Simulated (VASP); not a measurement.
Input:

```yaml
crystal:
  lattice:
    - [1.59397, -2.76084, 0.00000]
    - [1.59397, 2.76084, 0.00000]
    - [0.00000, 0.00000, 5.19231]
  atoms:
    - { symbol: Ga, position: [0.66667, 0.33333, 0.50012] }
    - { symbol: Ga, position: [0.33333, 0.66667, 0.00012] }
    - { symbol: N, position: [0.66667, 0.33333, 0.87688] }
    - { symbol: N, position: [0.33333, 0.66667, 0.37688] }
```

Level of theory: vdW-DF-cx, VASP's PBE PAW potentials (set 64) (plane waves; VASP). Run with 520 eV cut-off, 9×9×5 Γ-centred mesh, tetrahedra with Blöchl corrections, potentials Ga_d N.

Question: Predict the energy per atom (σ→0), band gap (on the k-mesh) with the smallest direct gap where there is one.

Answer: 
band gap (on the k-mesh): 1.90 eV
smallest direct gap (on the k-mesh): 1.90 eV
energy per atom (σ→0): -3.914 eV/atom

The compound is GaN in the wurtzite structure. It was relaxed first.
